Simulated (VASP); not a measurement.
Calculation: PBE GGA, VASP's PBE PAW potentials (set 64) (plane waves; VASP).

VASP ran on this input.

POSCAR:
```
Er
1.0
  3.4552620000   0.0000000000   0.0000000000
 -1.7276310000   2.9923440000   0.0000000000
  0.0000000000   0.0000000000  11.1173270000
Er
4
Cartesian
  0.0000000000   0.0000000000   0.0000000000
  0.0000000000   0.0000000000   5.5586635000
 -0.0000017276   1.9948969974   2.7793317500
  1.7276327276   0.9974470026   8.3379952500
```

**KPOINTS**
```
K-points
0
gamma
2 2 2
0 0 0
```

### INCAR
```
SYSTEM = Er
PREC = Accurate
ENCUT = 240
EDIFF = 1E-03
NELM = 100
ALGO = Normal
LREAL = .FALSE.
LASPH = .TRUE.
ISMEAR = 0
SIGMA = 0.136
GGA = PE
LMAXMIX = 6
LWAVE = .FALSE.
LCHARG = .FALSE.
ISIF = 3
IBRION = 2
NSW = 50
EDIFFG = -0.01
```

POTCAR, in this order: Er_3 (PBE.64 set). Program: vasp_std.

What VASP printed:

### OSZICAR
```
...
       N       E                     dE             d eps       ncg     rms          rms(c)
DAV:   1    -0.231071690120E+02   -0.25675E-02   -0.32511E-02   254   0.183E+00    0.239E-01
DAV:   2    -0.231062860980E+02    0.88291E-03   -0.75575E-04    88   0.941E-01
  31 F= -.23106286E+02 E0= -.23085648E+02  d E =0.155938E-02
       N       E                     dE             d eps       ncg     rms          rms(c)
DAV:   1    -0.231127449177E+02   -0.55759E-02   -0.78559E-02   272   0.386E+00    0.534E-01
DAV:   2    -0.231091253250E+02    0.36196E-02   -0.51475E-03   152   0.164E+00    0.215E-01
DAV:   3    -0.231074837031E+02    0.16416E-02   -0.18236E-03    88   0.869E-01    0.142E-01
DAV:   4    -0.231076346025E+02   -0.15090E-03   -0.34981E-03   158   0.968E-01
  32 F= -.23107635E+02 E0= -.23086940E+02  d E =0.210880E-03
       N       E                     dE             d eps       ncg     rms          rms(c)
DAV:   1    -0.231079279757E+02   -0.44427E-03   -0.79192E-04   100   0.672E-01    0.152E-01
DAV:   2    -0.231079120175E+02    0.15958E-04   -0.33744E-04    88   0.513E-01
  33 F= -.23107912E+02 E0= -.23087206E+02  d E =-.665346E-04
       N       E                     dE             d eps       ncg     rms          rms(c)
DAV:   1    -0.231079356785E+02   -0.77028E-05   -0.33789E-04    88   0.351E-01    0.714E-02
DAV:   2    -0.231079370228E+02   -0.13443E-05   -0.20387E-04    88   0.463E-01
  34 F= -.23107937E+02 E0= -.23087230E+02  d E =-.915399E-04
       N       E                     dE             d eps       ncg     rms          rms(c)
DAV:   1    -0.231079559016E+02   -0.20223E-04   -0.27785E-04    88   0.321E-01    0.228E-02
DAV:   2    -0.231079632299E+02   -0.73283E-05   -0.15412E-04    88   0.400E-01
  35 F= -.23107963E+02 E0= -.23087254E+02  d E =-.117747E-03
       N       E                     dE             d eps       ncg     rms          rms(c)
DAV:   1    -0.231079901145E+02   -0.34213E-04   -0.31889E-04    88   0.336E-01    0.306E-02
DAV:   2    -0.231079952362E+02   -0.51217E-05   -0.19024E-04    88   0.424E-01
  36 F= -.23107995E+02 E0= -.23087283E+02  d E =-.149753E-03
       N       E                     dE             d eps       ncg     rms          rms(c)
DAV:   1    -0.231080058714E+02   -0.15757E-04   -0.13555E-04    88   0.242E-01    0.177E-02
DAV:   2    -0.231080059512E+02   -0.79834E-07   -0.70315E-05    88   0.302E-01
  37 F= -.23108006E+02 E0= -.23087293E+02  d E =-.160468E-03
       N       E                     dE             d eps       ncg     rms          rms(c)
DAV:   1    -0.231090532929E+02   -0.10474E-02   -0.29338E-02   232   0.196E+00    0.231E-01
DAV:   2    -0.231083390584E+02    0.71423E-03   -0.55705E-04    88   0.553E-01
  38 F= -.23108339E+02 E0= -.23087534E+02  d E =-.333107E-03
       N       E                     dE             d eps       ncg     rms          rms(c)
DAV:   1    -0.231142460182E+02   -0.51927E-02   -0.23118E-01   232   0.572E+00    0.662E-01
DAV:   2    -0.231084473357E+02    0.57987E-02   -0.11194E-02   226   0.159E+00    0.287E-01
DAV:   3    -0.231057703271E+02    0.26770E-02   -0.33332E-03   144   0.898E-01    0.106E-01
DAV:   4    -0.231056583882E+02    0.11194E-03   -0.71627E-04   124   0.599E-01
  39 F= -.23105658E+02 E0= -.23084743E+02  d E =0.234756E-02
       N       E                     dE             d eps       ncg     rms          rms(c)
DAV:   1    -0.231081712580E+02   -0.24009E-02   -0.40359E-02   270   0.221E+00    0.236E-01
DAV:   2    -0.231073133827E+02    0.85788E-03   -0.41140E-04    88   0.710E-01
  40 F= -.23107313E+02 E0= -.23086505E+02  d E =0.692569E-03
       N       E                     dE             d eps       ncg     rms          rms(c)
DAV:   1    -0.231097589758E+02   -0.15877E-02   -0.38420E-02   248   0.251E+00    0.284E-01
DAV:   2    -0.231083632524E+02    0.13957E-02   -0.74758E-04    88   0.745E-01    0.122E-01
DAV:   3    -0.231078100938E+02    0.55316E-03   -0.10870E-03   106   0.633E-01
  41 F= -.23107810E+02 E0= -.23087030E+02  d E =0.195857E-03
       N       E                     dE             d eps       ncg     rms          rms(c)
DAV:   1    -0.231080406851E+02    0.32257E-03   -0.73862E-04    88   0.889E-01    0.674E-02
DAV:   2    -0.231079866988E+02    0.53986E-04   -0.33350E-04    88   0.484E-01
  42 F= -.23107987E+02 E0= -.23087232E+02  d E =0.192524E-04
       N       E                     dE             d eps       ncg     rms          rms(c)
DAV:   1    -0.231079741411E+02    0.66544E-04   -0.25161E-04    88   0.460E-01    0.219E-02
DAV:   2    -0.231079852988E+02   -0.11158E-04   -0.18497E-04    88   0.391E-01
  43 F= -.23107985E+02 E0= -.23087219E+02  d E =0.206525E-04
       N       E                     dE             d eps       ncg     rms          rms(c)
DAV:   1    -0.231081104691E+02   -0.13633E-03   -0.81732E-03   228   0.109E+00    0.119E-01
DAV:   2    -0.231079341643E+02    0.17630E-03   -0.42699E-04    88   0.596E-01
  44 F= -.23107934E+02 E0= -.23087097E+02  d E =0.511345E-04
       N       E                     dE             d eps       ncg     rms          rms(c)
DAV:   1    -0.231078150250E+02    0.29544E-03   -0.60313E-04    88   0.489E-01    0.452E-02
DAV:   2    -0.231078098833E+02    0.51417E-05   -0.35063E-04    88   0.580E-01
  45 F= -.23107810E+02 E0= -.23086980E+02  d E =0.175415E-03
       N       E                     dE             d eps       ncg     rms          rms(c)
DAV:   1    -0.231078872180E+02   -0.72193E-04   -0.27332E-04    88   0.268E-01    0.334E-02
DAV:   2    -0.231078978677E+02   -0.10650E-04   -0.11417E-04    88   0.351E-01
  46 F= -.23107898E+02 E0= -.23087097E+02  d E =0.874310E-04
       N       E                     dE             d eps       ncg     rms          rms(c)
DAV:   1    -0.231083276145E+02   -0.44040E-03   -0.82488E-03   204   0.113E+00    0.127E-01
DAV:   2    -0.231081414239E+02    0.18619E-03   -0.26483E-04    88   0.301E-01
  47 F= -.23108141E+02 E0= -.23087386E+02  d E =-.243556E-03
       N       E                     dE             d eps       ncg     rms          rms(c)
DAV:   1    -0.231105949627E+02   -0.22673E-02   -0.70394E-02   240   0.327E+00    0.408E-01
DAV:   2    -0.231085466734E+02    0.20483E-02   -0.30815E-03   120   0.101E+00    0.168E-01
DAV:   3    -0.231076077488E+02    0.93892E-03   -0.12832E-03   106   0.668E-01
  48 F= -.23107608E+02 E0= -.23086924E+02  d E =0.290119E-03
       N       E                     dE             d eps       ncg     rms          rms(c)
DAV:   1    -0.231137314940E+02   -0.51848E-02   -0.26710E-01   240   0.643E+00    0.815E-01
DAV:   2    -0.231066559130E+02    0.70756E-02   -0.16083E-02   260   0.203E+00    0.350E-01
DAV:   3    -0.231031615653E+02    0.34943E-02   -0.30100E-03   180   0.119E+00    0.129E-01
DAV:   4    -0.231030235665E+02    0.13800E-03   -0.57826E-04   106   0.662E-01
  49 F= -.23103024E+02 E0= -.23082510E+02  d E =0.487430E-02
       N       E                     dE             d eps       ncg     rms          rms(c)
DAV:   1    -0.231106001963E+02   -0.74386E-02   -0.12965E-01   256   0.404E+00    0.456E-01
DAV:   2    -0.231076851546E+02    0.29150E-02   -0.27164E-03   132   0.149E+00    0.190E-01
DAV:   3    -0.231064193517E+02    0.12658E-02   -0.21944E-03   104   0.801E-01    0.111E-01
DAV:   4    -0.231064279328E+02   -0.85810E-05   -0.11390E-03   120   0.640E-01
  50 F= -.23106428E+02 E0= -.23085787E+02  d E =0.146993E-02
```

OUTCAR:
```
------------------------ aborting loop because EDIFF is reached ----------------------------------------
  FORCE on cell =-STRESS in cart. coord.  units (eV):
  Direction    XX          YY          ZZ          XY          YZ          ZX
  --------------------------------------------------------------------------------------
  Total        0.7953506      0.7953504      0.0133942      0.0000000     -0.0000000     -0.0000000
  in kB       14.8293519     14.8293476      0.2497356      0.0000000     -0.0000000     -0.0000000
  external PRESSURE =       9.9694784 kB  Pullay stress =       0.0000000 kB
  volume of cell :       85.93
      direct lattice vectors                 reciprocal lattice vectors
     2.920004225 -0.000000000 -0.000000000     0.342465258  0.197722437 -0.000000000
    -1.460002112  2.528797474  0.000000000     0.000000000  0.395444875 -0.000000000
     0.000000000  0.000000000 11.637227252     0.000000000  0.000000000  0.085931122
 POSITION                                       TOTAL-FORCE (eV/Angst)
 -----------------------------------------------------------------------------------
      0.00000      0.00000     -0.00000        -0.000000     -0.000000     -0.000000
      0.00000      0.00000      5.81861        -0.000000     -0.000000     -0.000000
     -0.00000      1.68587      2.90931         0.000000      0.000000     -0.000000
      1.46000      0.84293      8.72792        -0.000000     -0.000000      0.000000
 -----------------------------------------------------------------------------------
    total drift:                                0.000000     -0.000000      0.000000
  FREE ENERGIE OF THE ION-ELECTRON SYSTEM (eV)
  ---------------------------------------------------
  free  energy   TOTEN  =       -23.1064279328 eV

  energy  without entropy=      -23.0651453464  energy(sigma->0) =      -23.08578664
```
(Selected blocks of OUTCAR.)

**CONTCAR**
```
Er
   1.00000000000000
     2.9200042248424576   -0.0000000000000000   -0.0000000000000000
    -1.4600021124212288    2.5287974743625203    0.0000000000000000
     0.0000000000000000    0.0000000000000000   11.6372272521804003
  Er
     4
Direct
     0.0000000000000000    0.0000000000000000    0.0000000000000000
     0.0000000000000000    0.0000000000000000    0.5000000000000000
     0.3333330000000032    0.6666669999999968    0.2500000000000000
     0.6666669999999968    0.3333330000000032    0.7500000000000000
```

### stdout
```
...
 trial: gam= 0.00000 g(F)=  0.335E-42 g(S)=  0.492E-03 ort =-0.336E-03 (trialstep = 0.417E+00)
 search vector abs. value=  0.492E-03
 bond charge predicted
       N       E                     dE             d eps       ncg     rms          rms(c)
DAV:   1    -0.231083276145E+02   -0.44040E-03   -0.82488E-03   204   0.113E+00    0.127E-01
DAV:   2    -0.231081414239E+02    0.18619E-03   -0.26483E-04    88   0.301E-01
  47 F= -.23108141E+02 E0= -.23087386E+02  d E =-.243556E-03
 ZBRENT: can't locate minimum, use default step
 trial-energy change:   -0.000244  1 .order   -0.000342   -0.000205   -0.000480
 step:   1.6676(harm=  1.6676)  dis= 0.00000  next Energy=   -23.110915 (dE=-0.302E-02)
 bond charge predicted
       N       E                     dE             d eps       ncg     rms          rms(c)
DAV:   1    -0.231105949627E+02   -0.22673E-02   -0.70394E-02   240   0.327E+00    0.408E-01
DAV:   2    -0.231085466734E+02    0.20483E-02   -0.30815E-03   120   0.101E+00    0.168E-01
DAV:   3    -0.231076077488E+02    0.93892E-03   -0.12832E-03   106   0.668E-01
  48 F= -.23107608E+02 E0= -.23086924E+02  d E =0.290119E-03
 curvature:  -0.99 expect dE=-0.167E-02 dE for cont linesearch -0.163E-02
 ZBRENT: increasing intervall
 opt :   4.1690  next Energy=   -23.109230 (dE=-0.133E-02)
 bond charge predicted
       N       E                     dE             d eps       ncg     rms          rms(c)
DAV:   1    -0.231137314940E+02   -0.51848E-02   -0.26710E-01   240   0.643E+00    0.815E-01
DAV:   2    -0.231066559130E+02    0.70756E-02   -0.16083E-02   260   0.203E+00    0.350E-01
DAV:   3    -0.231031615653E+02    0.34943E-02   -0.30100E-03   180   0.119E+00    0.129E-01
DAV:   4    -0.231030235665E+02    0.13800E-03   -0.57826E-04   106   0.662E-01
  49 F= -.23103024E+02 E0= -.23082510E+02  d E =0.487430E-02
 curvature:  -0.99 expect dE=-0.378E-02 dE for cont linesearch -0.378E-02
 ZBRENT: bracketing found
 ZBRENT: interpolating
 opt :   2.6578  next Energy=   -23.108053 (dE=-0.155E-03)
 bond charge predicted
       N       E                     dE             d eps       ncg     rms          rms(c)
DAV:   1    -0.231106001963E+02   -0.74386E-02   -0.12965E-01   256   0.404E+00    0.456E-01
DAV:   2    -0.231076851546E+02    0.29150E-02   -0.27164E-03   132   0.149E+00    0.190E-01
DAV:   3    -0.231064193517E+02    0.12658E-02   -0.21944E-03   104   0.801E-01    0.111E-01
DAV:   4    -0.231064279328E+02   -0.85810E-05   -0.11390E-03   120   0.640E-01
  50 F= -.23106428E+02 E0= -.23085787E+02  d E =0.146993E-02
 curvature:  -0.12 expect dE=-0.177E-02 dE for cont linesearch -0.170E-02
 ZBRENT: interpolating
 opt :   1.9164  next Energy=   -23.107720 (dE= 0.178E-03)
```

The run did not converge; its last values are not results.

The 4f electrons are frozen in the core of the lanthanide potential, so 4f levels, which can set the real gap, and their magnetism are missing. The run did not end as a converged relaxation. At this cut-off the stress carries a Pulay error, which pulls relaxed volumes low.  Energy and stress use the plane-wave basis of the starting cell.

The structure was generated: Er was put into an ordered model structure, which need not be its known phase. This run relaxes it. Symmetry was kept, so distortions that lower it aren't found. The k-mesh is coarse (spacing up to 1.24 per Å, 2π included), so the numbers may not be converged in it. The run is one of a series of settings (EDIFF = 1E-03, EDIFFG = -0.01, ENCUT = 240, IBRION = 2, ISIF = 3, ISPIN removed, the spin start removed, NSW = 50, SIGMA = 0.136, KPOINTS 2×2×2 Γ-centred mesh, POTCAR Er_3 (PBE.64 set) against the base run), some of them coarse on purpose.
